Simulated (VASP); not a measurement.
Output of a VASP run:

File OSZICAR:
```
...
DAV:   3    -0.415684108483E+02    0.12058E-01   -0.33292E-02   330   0.142E+00    0.177E-01
DAV:   4    -0.415684229682E+02   -0.12120E-04   -0.24546E-03   352   0.354E-01    0.100E-01
DAV:   5    -0.415684010922E+02    0.21876E-04   -0.14301E-04   396   0.914E-02    0.384E-02
DAV:   6    -0.415683949968E+02    0.60955E-05   -0.31427E-05   324   0.421E-02    0.687E-03
DAV:   7    -0.415683950871E+02   -0.90321E-07   -0.30552E-06   272   0.131E-02
   8 F= -.41568395E+02 E0= -.41533139E+02  d E =-.343346E-01
       N       E                     dE             d eps       ncg     rms          rms(c)
DAV:   1    -0.415695983638E+02   -0.12034E-02   -0.22238E+00   264   0.136E+01    0.632E-01
DAV:   2    -0.415773589378E+02   -0.77606E-02   -0.12419E-01   324   0.269E+00    0.250E-01
DAV:   3    -0.415770701889E+02    0.28875E-03   -0.39848E-03   416   0.445E-01    0.127E-01
DAV:   4    -0.415769460723E+02    0.12412E-03   -0.48928E-04   410   0.176E-01    0.499E-02
DAV:   5    -0.415769528366E+02   -0.67643E-05   -0.52377E-05   376   0.427E-02    0.264E-02
DAV:   6    -0.415769547269E+02   -0.18903E-05   -0.64612E-06   386   0.160E-02    0.444E-03
DAV:   7    -0.415769545751E+02    0.15179E-06   -0.64207E-07   240   0.665E-03
   9 F= -.41576955E+02 E0= -.41545299E+02  d E =-.855949E-02
       N       E                     dE             d eps       ncg     rms          rms(c)
DAV:   1    -0.415770717384E+02   -0.11701E-03   -0.52841E-02   264   0.209E+00    0.959E-02
DAV:   2    -0.415772503049E+02   -0.17857E-03   -0.29317E-03   330   0.413E-01    0.391E-02
DAV:   3    -0.415772425748E+02    0.77301E-05   -0.93443E-05   416   0.673E-02    0.189E-02
DAV:   4    -0.415772394851E+02    0.30897E-05   -0.12172E-05   416   0.276E-02    0.722E-03
DAV:   5    -0.415772396325E+02   -0.14740E-06   -0.86351E-07   240   0.639E-03
  10 F= -.41577240E+02 E0= -.41545060E+02  d E =-.884455E-02
       N       E                     dE             d eps       ncg     rms          rms(c)
DAV:   1    -0.415783098710E+02   -0.10704E-02   -0.73230E-02   264   0.307E+00    0.271E-01
DAV:   2    -0.415770917992E+02    0.12181E-02   -0.55783E-03   296   0.739E-01    0.132E-01
DAV:   3    -0.415767517352E+02    0.34006E-03   -0.12370E-03   424   0.307E-01    0.125E-01
DAV:   4    -0.415767854027E+02   -0.33668E-04   -0.36689E-04   412   0.107E-01    0.451E-02
DAV:   5    -0.415767722646E+02    0.13138E-04   -0.17436E-04   474   0.106E-01    0.321E-02
DAV:   6    -0.415767806115E+02   -0.83468E-05   -0.29392E-05   494   0.304E-02    0.967E-03
DAV:   7    -0.415767806622E+02   -0.50779E-07   -0.40068E-06   270   0.126E-02
  11 F= -.41576781E+02 E0= -.41544594E+02  d E =0.458970E-03
       N       E                     dE             d eps       ncg     rms          rms(c)
DAV:   1    -0.415782309267E+02   -0.14503E-02   -0.46003E-02   264   0.243E+00    0.214E-01
DAV:   2    -0.415774705947E+02    0.76033E-03   -0.35093E-03   302   0.585E-01    0.105E-01
DAV:   3    -0.415772562554E+02    0.21434E-03   -0.77490E-04   410   0.244E-01    0.101E-01
DAV:   4    -0.415772779932E+02   -0.21738E-04   -0.23437E-04   412   0.857E-02    0.354E-02
DAV:   5    -0.415772701349E+02    0.78583E-05   -0.11285E-04   462   0.858E-02    0.251E-02
DAV:   6    -0.415772753423E+02   -0.52074E-05   -0.16392E-05   444   0.219E-02    0.752E-03
DAV:   7    -0.415772755152E+02   -0.17296E-06   -0.29376E-06   264   0.104E-02
  12 F= -.41577276E+02 E0= -.41545098E+02  d E =-.358827E-04
```

**OUTCAR**
```
------------------------ aborting loop because EDIFF is reached ----------------------------------------
  FORCE on cell =-STRESS in cart. coord.  units (eV):
  Direction    XX          YY          ZZ          XY          YZ          ZX
  --------------------------------------------------------------------------------------
  Total       -0.0184122     -0.0184122      0.0135322      0.0000000      0.0000000      0.0000000
  in kB       -0.5548195     -0.5548195      0.4077698      0.0000000      0.0000000      0.0000000
  external PRESSURE =      -0.2339564 kB  Pullay stress =       0.0000000 kB
  volume of cell :       53.17
      direct lattice vectors                 reciprocal lattice vectors
    -1.587862530  1.587862530  5.272042088     0.000000000  0.314888720  0.094839911
     1.587862530 -1.587862530  5.272042088     0.314888720  0.000000000  0.094839911
     1.587862530  1.587862530 -5.272042088     0.314888720  0.314888720  0.000000000
 POSITION                                       TOTAL-FORCE (eV/Angst)
 -----------------------------------------------------------------------------------
      0.00000      0.00000      7.92311        -0.000000     -0.000000      0.002133
      0.00000      1.58786      0.01505         0.000000      0.000000      0.002133
      0.00000      0.00000      3.49223        -0.000000     -0.000000     -0.002133
      1.58786      0.00000      0.85621         0.000000      0.000000     -0.002133
 -----------------------------------------------------------------------------------
    total drift:                               -0.000002     -0.000002     -0.000803
  FREE ENERGIE OF THE ION-ELECTRON SYSTEM (eV)
  ---------------------------------------------------
  free  energy   TOTEN  =       -41.5772755152 eV

  energy  without entropy=      -41.5129196694  energy(sigma->0) =      -41.54509759

 reached required accuracy - stopping structural energy minimisation
```
(Selected blocks of OUTCAR.)

POSCAR:
```
NbP
1
   -1.6894970000     1.6894970000     5.7900490000
    1.6894970000    -1.6894970000     5.7900490000
    1.6894970000     1.6894970000    -5.7900490000
Nb P
2 2
Direct
  0.7498800000   0.7498800000   0.0000000000
  0.4998800000   0.9998800000   0.5000000000
  0.3327500000   0.3327500000   0.0000000000
  0.0827500000   0.5827500000   0.5000000000
```

**Question.** Write an INCAR and KPOINTS that could have produced this output.

**Answer.** This is not unique; one that fits is the input of the run itself, LDA (Ceperley-Alder, Perdew-Zunger), plane waves, VASP's LDA PAW potentials (set 64).

### KPOINTS
```
Automatic
0
Gamma
3 3 3
0.5 0.5 0.5
```

**INCAR**
```
! general
SYSTEM =NbP
PREC   =Accurate
ENCUT  =180
LREAL  =.False.
LASPH  =.True.

! electronic loop
EDIFF  =1E-6
NELM   =100
ALGO   =Normal
LMAXMIX=4

! smearing
ISMEAR =-1
SIGMA  =0.136

! ions
IBRION =2
NSW    =50
ISIF   =3
EDIFFG =-0.01

! output
LWAVE  =.False.
LCHARG =.False.
```

POTCAR, in this order: Nb_sv P (LDA.64 set). Program: vasp_std.

At this cut-off the stress carries a Pulay error, which pulls relaxed volumes low.  Energy and stress use the plane-wave basis of the starting cell.

The structure comes from a computed database's NbP entry; how it stands against other phases isn't given here. This run relaxes it. Symmetry was kept, so distortions that lower it aren't found. The k-mesh is coarse (spacing up to 0.93 per Å, 2π included), so the numbers may not be converged in it. The run is one of a series of settings (EDIFFG = -0.01, ENCUT = 180, IBRION = 2, ISIF = 3, NSW = 50, KPOINTS 3×3×3 Γ-centred mesh shifted by (0.5, 0.5, 0.5) against the base run), some of them coarse on purpose.
